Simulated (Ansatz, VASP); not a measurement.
# Cross-check of CoICl (1T-CoClI monolayer) between VASP and Ansatz

Aim: how closely do two programs agree when they are given the same cell, functional and k mesh? The structure shown is the end of the Ansatz relaxation below.

Main program and level: Ansatz 0.2.0; plane waves, with VASP 6.6.1 beside it; single point at PBE with D3(BJ).

## 1. Set-up

The cell holds 3 atoms: 1 I, 1 Co and 1 Cl. Its edges and angles: a = 3.737 Å, b = 3.737 Å, c = 35.979 Å, α = 90.0°, β = 90.0°, γ = 120.0°. Vacuum lies along c.

## 2. Ansatz: relaxation, PBE with D3(BJ)

Ansatz runs on its PAW soft_1 files.

This run makes the geometry at which the two programs are then compared.

File input.yaml:

```yaml
crystal:
  lattice:
    - [3.585201, 0.0, 0.0]
    - [-1.7926005, 3.1048751437, 0.0]
    - [0.0, 0.0, 35.9793226425]
  atoms:
    - { symbol: I, position: [0.6666666667, 0.3333333333, 0.4655451734] }
    - { symbol: Co, position: [0.0, 0.0, 0.5095953483], spin: 3.0 }
    - { symbol: Cl, position: [0.3333333333, 0.6666666667, 0.5344548266] }
  periodic: [true, true, false]
magnetization:
  spin_polarized: true
kpoints:
  mp_grid: { grid: [12, 12, 1] }
hamiltonian:
  xc: pbe
  dispersion: d3bj
  pseudopotentials: { kind: paw, azcp: { folder: soft_1 } }
scf:
  occupations: { method: fermi_dirac, width: 0.05 }
  convergence: { dr2_threshold: 1.0e-09 }
relax:
  f_tol: 0.004
  max_steps: 90
  cell: {}
output:
  write_potential: true
  write_density: true
  volumetric_format: npy
```

On the command line:

```sh
$ ansatz run input.yaml --threads 2 --pin off --max-ram 3072MiB --backend cpu --events-out ev --progress --plain --runs-dir out
```

Numbers of over 12 decimals in the logs are rounded to 6 here.

Log:

```text
Warning: relax.cell: scf.convergence.dr2_threshold = 1e-9 eV is looser than the 1.92636787939e-10 eV advised for a relaxation that steers and ends on the stress (1e-10 eV for each atom of the cell: 3, times the square of relax.cell.stress_2d_tol = 0.05 N/m over 12.5 Å (the atoms' height at the walk's start and 5 Å past either face), 4.007e-2 GPa, over a crystal's default 0.05). What an SCF threshold leaves in a stress goes as its square root, and in the free energy as the threshold itself, and one threshold admits the most on a small cell: [figures from the program's tests cut] Set scf.convergence.dr2_threshold to 1.92636787939e-10 eV or tighter. [rest of the remark cut]
Engine: ansatz 0.2.0, aarch64-unknown-linux-gnu
Pseudopotentials: kind: paw
Pseudopotential: I, paw, valence charge 17, recommended cutoff 420 eV (normal), soft_1/I.paw.azcp
Pseudopotential: Co, paw, valence charge 17, recommended cutoff 420 eV (normal), soft_1/Co.paw.azcp
Pseudopotential: Cl, paw, valence charge 7, recommended cutoff 420 eV (normal), soft_1/Cl.paw.azcp
Functional definition: PBE
  parameter kappa = 0.804
  parameter beta = 0.066725
  exchange = pbe_x(kappa = kappa, mu = beta*pi^2/3)
  correlation = pbe_c(beta = beta)
Crystal: 3 atoms, lattice volume = 400.507 Å³
Basis set: ecut = 420 eV, 7699 PW (Γ), exchange–correlation on 48×48×486 points (8 copies of the dense FFT grid, shifted against one another)
Bands: 27, of which v1, the nominal top of the filled ones, is band 21 counted from 1 (20 counted from 0)
Symmetry: 6 space group operations
Space group: P3m1 (ITA 156), of the structure as read, at distance tolerance 7.4e-5 Å
Magnetic group: BNS 156.49 (UNI 1279), of the structure as read, at distance tolerance 7.4e-5 Å
k-points: 19 of 144 (time reversal used)
Non-local potential: I, projectors of the file, l = 0: 2, l = 1: 2, l = 2: 2, l = 3: 1
Non-local potential: Co, projectors of the file, l = 0: 3, l = 1: 2, l = 2: 3, l = 3: 1
Non-local potential: Cl, projectors of the file, l = 0: 2, l = 1: 2, l = 2: 1
PAW form: soft (Blöchl's): semilocal exchange-correlation on the pseudo side does not see the compensation charge
PAW one-centre angular grid: I, 590 points (default); XC on 64 Gauss nodes
PAW one-centre angular grid: Co, 590 points (default); XC on 64 Gauss nodes
PAW one-centre angular grid: Cl, 110 points (default); XC on 64 Gauss nodes
Initial density: superposition of atomic densities (neutral atoms: chi_scale 0, normalization atom)
Starting moments: Σ|m| = 3 μB on 1 of 3 sites
Initial wavefunctions: pseudopotential atomic-orbital guess
Functional: x = pbe(κ = 0.804, μ = 0.219515), c = pbe(β = 0.066725)
iter 1 solved again at ethr=1.37e-3 eV; its pass at ethr=3.10e-3 eV (dr2=5.61e-1 eV) is discarded
SCF iter   1: F=—  HF=-13717.941998 eV  |F-HF|=—  |Δ(HF+E_count)|=         —  Δρ=1.19e-2 (↑5.91e-3 ↓1.19e-2)  dr2=5.66e-1  dr2_m=1.57e-1  M=2.925 μB ∫|m|=2.932 μB  β_m=0.30  ethr=1.37e-3  ⟨swp⟩=1.3  Hψ=11269  notcnv=0
Mixer restart at iter 1: flushing history
preconditioner: auto → LDOS  [metal: Δε(μ)=0.043 eV  Ē_g=10.551 eV  σ=0.050 eV  W_gap=0.21  n_scr=20 (ndim 8)  ℏωp=8.9 eV  f_vac=0.819  D(μ)=3.84/eV (n_scr^D=14)]
spin=Collinear: LDOS preconditioning applied to the charge; magnetization (m = ρ↑ − ρ↓) channel mixes plain (no charge-response kernel on spin).
SCF iter   2: F=—  HF=-13718.454392 eV  |F-HF|=—  |Δ(HF+E_count)|=   5.12e-1  Δρ=9.36e-3 (↑4.60e-3 ↓9.36e-3)  dr2=1.87e-1  dr2_m=1.32e-1  M=2.866 μB ∫|m|=2.875 μB  β_m=0.63  ethr=1.37e-3  ⟨swp⟩=4.8  Hψ=2350  notcnv=0  defer=17
SCF iter   3: F=—  HF=-13719.476647 eV  |F-HF|=—  |Δ(HF+E_count)|=         —  Δρ=2.13e-2 (↑1.80e-2 ↓2.13e-2)  dr2=3.05e-1  dr2_m=1.39e0  M=1.775 μB ∫|m|=1.864 μB  β_m=0.63  ethr=4.56e-4  ⟨swp⟩=5.3  Hψ=2809  notcnv=0  defer=56
SCF iter   4: F=—  HF=-13719.574155 eV  |F-HF|=—  |Δ(HF+E_count)|=   9.75e-2  Δρ=1.28e-2 (↑1.23e-2 ↓1.28e-2)  dr2=9.47e-2  dr2_m=5.69e-1  M=1.458 μB ∫|m|=1.570 μB  β_m=0.82  ethr=4.56e-4  ⟨swp⟩=4.5  Hψ=2301  notcnv=0  defer=54
SCF iter   5: F=—  HF=-13719.561860 eV  |F-HF|=—  |Δ(HF+E_count)|=   1.23e-2  Δρ=2.63e-3 (↑2.63e-3 ↓1.39e-3)  dr2=3.31e-2  dr2_m=7.35e-3  M=1.050 μB ∫|m|=1.150 μB  β_m=0.85  ethr=2.31e-4  ⟨swp⟩=5.8  Hψ=2746  notcnv=0  defer=49
[...]
SCF iter   9: F=-13720.010173 eV  HF=-13720.010173 eV  |F-HF|=6.08e-10  |Δ(HF+E_count)|=   2.20e-9  Δρ=1.47e-7 (↑6.07e-8 ↓1.47e-7)  dr2=7.03e-10  dr2_m=2.20e-11  M=2.829 μB ∫|m|=2.868 μB  β_m=1.00  ethr=1.00e-12  ⟨swp⟩=9.2  Hψ=6521  notcnv=0  κ⁻¹=1.0e0(r=1)
iter 10 met the thresholds in force, and the SCF goes on: an eigenvalue changes by 0.11 meV, over its tolerance of 0.06 meV (output.eigenvalues, Limitations)
SCF iter  10: F=-13720.010173 eV  HF=-13720.010173 eV  |F-HF|=2.35e-10  |Δ(HF+E_count)|=    0.00e0  Δρ=1.92e-7 (↑5.15e-8 ↓1.92e-7)  dr2=3.97e-10  dr2_m=4.60e-11  M=2.829 μB ∫|m|=2.868 μB  β_m=1.00  ethr=1.00e-12  ⟨swp⟩=7.2  Hψ=5846  notcnv=0  κ⁻¹=3.9e-2(r=2)
SCF iter  11: F=-13720.010173 eV  HF=-13720.010173 eV  |F-HF|=4.18e-11  |Δ(HF+E_count)|=  2.00e-11  Δρ=3.38e-8 (↑2.09e-8 ↓3.38e-8)  dr2=5.77e-12  dr2_m=2.44e-12  M=2.829 μB ∫|m|=2.868 μB  ethr=1.00e-12  ⟨swp⟩=7.3  Hψ=5556  notcnv=0
WARN: dispersion: an atom stands within reach of a switch of its C6 between two reference coordination numbers of its element: through that C6 alone, e_disp changes by 0.025 eV or more while the distances to its neighbours run over a stretch of 0.05 Å that contains this geometry (sites counted from 0 in the run's list of atoms or, in a supercell that it derives, in that cell's: here a list of 3) — site 1 (Co): coordination number 5.083 (about 4.79 to 5.38 with every neighbour 0.05 Å farther or nearer), switch near 5.352 between the references 2.926 (weight 1.00) and 7.779 (weight 0.00), e_disp changing by some 0.03 eV. [rest of the remark cut]
SCF 8 converged in 11 iterations: F = -13720.010173 eV  dr2 = 5.77e-12
relax step   8: F+E_penalty+E_count = -13720.01017344 eV  Δ(F+E_penalty+E_count) = -1.505e-3 eV  max|allowed force component| = 8.866e-4 eV/Å  Δτ_max = 0.0000 Å  P = -0.003 N/m  Ω = 435.126 Å³  fix = [c, alpha, beta]  reactions: c -0.000 N/m  stress off target by 3.14e-3 N/m on what of the cell is left free  SCF on the basis re-selected at this cell (its energy is not comparable with the rows above)  (11 SCF iters)
basis re-selected at this cell: Δ(F+E_penalty+E_count) = -1.505e-3 eV, ΔP = -0.002 N/m vs the last step (what re-selecting the basis moved, of the pressure what is left beyond the Pulay correction that the steps carried, after the strain that the cell walked since its last selection, with what the two solves' SCF thresholds leave and, on support functions, any second-order correction that the steps lacked; it is no measure of the basis error at this ecutwfc). The dense FFT grid was sized anew with the basis: this SCF ran on 25×25×243 points, the steps before it on 24×24×243, so part of this shift can come from that change (see relax.cell in the input reference). [rest of the remark cut]
WARN: The output density's exchange-correlation potential varies sharply where the density is thin. Do not read a vacuum level from v_tot or v_xc, or from such a field of the output density. On a cell that repeats whose density bears no net charge and no dipole along the vacuum's axis use v_es (v_loc + v_h of the components); under efield.dipole_correction with no amplitude use v_es + v_field, which holds any externa [...]
SCF converged after 11 iterations
an eigenvalue changed by more than its tolerance at an iteration that met the thresholds in force, so the SCF went on 4 times, its first undamped step at iteration 8: the last check found none over its tolerance
Magnetization: 2.8293 μB (21.9147 up, 19.0853 down)
Absolute magnetization: 2.8673 μB (∫|ρ↑−ρ↓|, with the PAW one-centre terms)
Spin contamination: 0.0287 ħ² per cell (⟨S²⟩ above its minimum at these occupations)
Per-site moments (μB) at R_I (Å): [(0.153887, 1.130212), (2.334151, 1.014794), (0.148589, 1.014794)]
Free energy (F): -13720.010173 eV
Harris-Foulkes:  -13720.010173 eV  (|F-HF|=4.18e-11)
Internal energy: -13719.992895 eV  (E = F + TS)
E sigma→0 (E₀):  -13720.001534 eV
Entropy (-TS):   -0.017278 eV (-5.759 meV/atom)
Fermi energy:    -5.449917 eV
--- Per-component energies (eV) ---
  E_band       = -1321.252394
  E_kinetic    = 600.330985
  E_local      = -101836.935590  (includes V_loc(G=0)·N_el)
  E_nonlocal   = 588.107612
  E_hartree    = 50282.076916
  E_xc         = -304.498774
  E_vxc        = -342.018079  (∫ρ·V_xc dr)
  E_paw        = -7020.107535  (= ΣΔE_a)
  E_vpaw       = -894.888499  (= ΣTr[D̂ρ^β])
  E_aug_tail   = -0.002390  (compensation charges beyond the density's cutoff)
  E_ewald      = 43971.689512
  E_disp       = -0.653632  (pairwise vdW)
  E_smearing   = -0.017278  (= −TS)
  E_closure    = -0.000000  (closes the sum)
  Σ components = -13720.010173   (vs F -13720.010173, Δ=0.00e0)
--- Forces (eV/Å), atoms counted from 1 ---
  atom   1  I      0.00000000    -0.00000000     0.00088639
  atom   2  Co     0.00000000    -0.00000000    -0.00005124
  atom   3  Cl     0.00000000     0.00000000    -0.00083581
  max |Σ_I F_I| component: 6.64e-7 eV/Å
--- 2D stress c σ (N/m, compression-positive) ---
       -0.003135       0.000000      -0.000000
        0.000000      -0.003135      -0.000000
       -0.000000      -0.000000      -0.000000
  P = ½ c Tr σ = -0.0031 N/m
--- Band table (eV; the first three rows and the last of 38) ---
  k-point 0 ↑: bands = [... 17 lower, -7.6079, -7.0148, -7.0148, -5.2419, -5.2419, -2.0698, -0.7481, -0.1200, ... 2 higher]
  k-point 1 ↑: bands = [... 17 lower, -7.5907, -7.0482, -6.9926, -5.6050, -5.3143, -1.8428, -0.6181, 0.0634, ... 2 higher]
  k-point 2 ↑: bands = [... 17 lower, -7.5127, -7.0851, -6.9835, -6.3032, -5.4772, -1.3130, -0.3878, 0.1790, ... 2 higher]
  k-point 18 ↓: bands = [... 17 lower, -5.8749, -5.7301, -5.4362, -4.5423, -4.0335, -0.7011, 0.9865, 1.9509, ... 2 higher]
  the weakly bound empty levels are not read free of the cell's end (no_gap_told)
--- Relaxed structure (7 steps of the walk, 7 accepted, 1 SCFs on fresh bases) ---
  F+E_penalty+E_count = -13720.01017344 eV   max|allowed force component| = 8.866e-4 eV/Å   (the final SCF, on the basis selected at the relaxed cell)
  cell:  # Å, volume = 435.1263 Å³
    - [3.736938, 0.0, 0]
    - [-1.868469, 3.236283, 0]
    - [0, 0, 35.9793226425]
  atoms:
    - { symbol: I, position: [0.666667, 0.333333, 0.460954] }
    - { symbol: Co, position: [0, 0, 0.507894] }
    - { symbol: Cl, position: [0.333333, 0.666667, 0.540747] }
```

[end of part 1 of 2]

[Lines on the potential files, build, host, timing and source positions are cut from VASP's logs without a mark.]

[Logs are printed without paths, hosts, clocks, repeated set-up lines and the standing remarks that a program may print on its own settings, such as how far it seeks lower states.]

[Hosts, paths, dates, database ids (printed as entryN), source tags and the programs' standing remarks are cut or masked in the printed files.]
